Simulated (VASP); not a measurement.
An input for Quantum ESPRESSO's pw.x (written as the equivalent of a VASP run, and not itself run):

```
&CONTROL
  calculation = 'vc-relax'
  pseudo_dir = './pseudo'
  outdir = './out'
  tprnfor = .true.
  tstress = .true.
  nstep = 40
  forc_conv_thr = 0.00078
/
&SYSTEM
  ibrav = 0
  nat = 4
  ntyp = 2
  ecutwfc = 84
  occupations = 'smearing'
  smearing = 'methfessel-paxton'
  degauss = 0.00735
  input_dft = 'pz'
/
&ELECTRONS
  conv_thr = 7.3e-08
  electron_maxstep = 100
/
&IONS
/
&CELL
  press = 300
/
ATOMIC_SPECIES
  Sn 118.710 Sn.upf
  O 15.999 O.upf
CELL_PARAMETERS angstrom
     3.5394934    0.0000000    0.0000000
     0.0000000    3.5394934    0.0000000
     0.0000000    0.0000000    3.9863663
ATOMIC_POSITIONS crystal
  Sn   0.5000000  0.0000000  0.7089404
  Sn   0.0000000  0.5000000  0.2910596
  O    0.5000000  0.5000000  0.0000000
  O    0.0000000  0.0000000  0.0000000
K_POINTS automatic
  9 9 8 0 0 0
```

Question: Translate this input to VASP (INCAR, KPOINTS, POSCAR, choice of POTCAR).

Answer: One answer among several that fit: 
### KPOINTS
```
Automatic mesh
0
Gamma
9 9 8
0 0 0
```

File POSCAR:
```
SnO
1.0
  3.5394933583   0.0000000000   0.0000000000
  0.0000000000   3.5394933583   0.0000000000
  0.0000000000   0.0000000000   3.9863663481
Sn O
2 2
direct
  0.5000000000   0.0000000000   0.7089404281
  0.0000000000   0.5000000000   0.2910595719
  0.5000000000   0.5000000000   0.0000000000
  0.0000000000   0.0000000000   0.0000000000
```

INCAR:
```
PREC = Accurate
LREAL = F
ISMEAR = 1   ! Methfessel-Paxton
NSW = 40
SYSTEM = SnO
NELM = 100   ! most electronic steps
LMAXMIX = 4
EDIFFG = -0.02   ! ionic stop
SIGMA = 0.1
LWAVE = F
ENCUT = 620   ! plane-wave cut-off (eV)
ISIF = 3
ALGO = Normal   ! blocked Davidson
LCHARG = F
LASPH = T   ! aspherical one-centre terms
EDIFF = 1E-6   ! SCF stop (eV)
IBRION = 2   ! conjugate gradients
PSTRESS = 300   ! kbar
```

POTCAR, in this order: Sn_d O (LDA.64 set). Program: vasp_std.

Limits of the translation: the potentials are each code's own (VASP's PAW set, PseudoDojo norm-conserving files in pw.x), so ENCUT and ecutwfc are chosen apart and not converted; conv_thr bounds pw.x's estimated SCF error, while EDIFF bounds the energy change between steps; forc_conv_thr acts on force components and is met together with etot_conv_thr.

The compound is SnO in the litharge structure. It was relaxed first under an external pressure of 30 GPa.
